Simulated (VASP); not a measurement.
Computed with PBE GGA, VASP's PBE PAW potentials (set 64) (plane waves; VASP).

VASP input:

### INCAR
```
! general
SYSTEM  = Ta
PREC    = Accurate
ENCUT   = 520   ! plane-wave cut-off (eV)
LREAL   = .FALSE.   ! projection in real space or not
LASPH   = .TRUE.   ! aspherical one-centre terms

! electronic loop
EDIFF   = 1E-6   ! SCF stop (eV)
NELM    = 100   ! most electronic steps
ALGO    = Normal
LMAXMIX = 6

! smearing
ISMEAR  = 1   ! Methfessel-Paxton
SIGMA   = 0.1

! functional
GGA     = PE

! ions
ISIF    = 2

! output
LWAVE   = .FALSE.
LCHARG  = .FALSE.
```

File POSCAR:
```
Ta
1
   -1.6500000000     1.6500000000     1.6500000000
    1.6500000000    -1.6500000000     1.6500000000
    1.6500000000     1.6500000000    -1.6500000000
Ta
1
Direct
  0.0000000000   0.0000000000   0.0000000000
```

### KPOINTS
```
K-points
0
gamma
  14 14 14
0 0 0
```

POTCAR, in this order: Ta (PBE.64 set). Program: vasp_std.

Unless said otherwise, spin-orbit coupling is left out, though it shifts the bands of the heavy elements here.

### Question
Estimate the energy per atom (σ→0), pressure, band gap (on the k-mesh).

### Answer

| Quantity | Result |
|---|---|
| energy per atom (σ→0) | -11.869 eV/atom |
| band gap (on the k-mesh) | none (metal, semimetal or under 0.01 eV) |
| pressure | 1.67 GPa |

### OSZICAR
```
...
DAV:   6    -0.120189533988E+02    0.32817E+00   -0.20068E-01  1428   0.340E+00    0.678E+00
DAV:   7    -0.118708443173E+02    0.14811E+00   -0.26780E-01  1458   0.382E+00    0.339E-01
DAV:   8    -0.118692169757E+02    0.16273E-02   -0.95042E-04  1452   0.264E-01    0.189E-01
DAV:   9    -0.118690280615E+02    0.18891E-03   -0.18607E-04  1566   0.889E-02    0.229E-02
DAV:  10    -0.118690319177E+02   -0.38562E-05   -0.32407E-06  1386   0.157E-02    0.156E-02
DAV:  11    -0.118690302909E+02    0.16268E-05   -0.34975E-07   804   0.451E-03    0.320E-04
DAV:  12    -0.118690303180E+02   -0.27062E-07   -0.11480E-08   672   0.975E-04
   1 F= -.11869030E+02 E0= -.11869121E+02  d E =0.273317E-03
```

The compound is Ta in the bcc structure. The cell was not relaxed at this level. The run is one of a series of settings (ENCUT = 520, POTCAR Ta (PBE.64 set) against the base run), some of them coarse on purpose.
